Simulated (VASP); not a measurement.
Method: r2SCAN meta-GGA, VASP's PBE PAW potentials (set 64) (plane waves; VASP).

The input files of a VASP run:

### KPOINTS
```
Automatic mesh
0
Gamma
14 14 14
0 0 0
```

### INCAR
```
SYSTEM = TiC
PREC = Accurate
ENCUT = 520
EDIFF = 1E-7
NELM = 100
ALGO = Normal
LREAL = .FALSE.
LASPH = .TRUE.
ISMEAR = 1
SIGMA = 0.1
METAGGA = R2SCAN
LMIXTAU = .TRUE.
LMAXMIX = 4
LWAVE = .FALSE.
LCHARG = .FALSE.
ISIF = 2
```

**POSCAR**
```
TiC
1
    0.0000000000     2.1220575395     2.1220575395
    2.1220575395     0.0000000000     2.1220575395
    2.1220575395     2.1220575395     0.0000000000
Ti C
1 1
Direct
  0.0000000000   0.0000000000   0.0000000000
  0.5000000000   0.5000000000   0.5000000000
```

POTCAR, in this order: Ti_sv C (PBE.64 set). Program: vasp_std.

### Question
Estimate the energy per atom (σ→0), pressure, band gap (on the k-mesh).

### Answer

| Quantity | Result |
|---|---|
| energy per atom (σ→0) | -12.401 eV/atom |
| band gap (on the k-mesh) | none (metal, semimetal or under 0.01 eV) |
| pressure | 18.34 GPa |

OSZICAR:
```
...
DAV:  16    -0.248014931906E+02    0.67275E-05   -0.48440E-06  3260   0.242E-02    0.575E-03
DAV:  17    -0.248014936065E+02   -0.41583E-06   -0.16162E-07  2088   0.434E-03    0.450E-03
DAV:  18    -0.248014925741E+02    0.10324E-05   -0.48351E-07  2844   0.116E-02    0.108E-03
DAV:  19    -0.248014937758E+02   -0.12017E-05   -0.48259E-08  1340   0.273E-03    0.432E-04
DAV:  20    -0.248014934618E+02    0.31398E-06   -0.10273E-08  1280   0.117E-03    0.361E-04
DAV:  21    -0.248014936262E+02   -0.16440E-06   -0.38914E-09  1288   0.615E-04    0.210E-04
DAV:  22    -0.248014936236E+02    0.25866E-08   -0.15167E-09  1276   0.564E-04
   1 F= -.24801494E+02 E0= -.24801506E+02  d E =0.361087E-04
```

The compound is TiC in the rock salt structure. This cell is one point of a volume scan, at 0.94 of the reference volume.
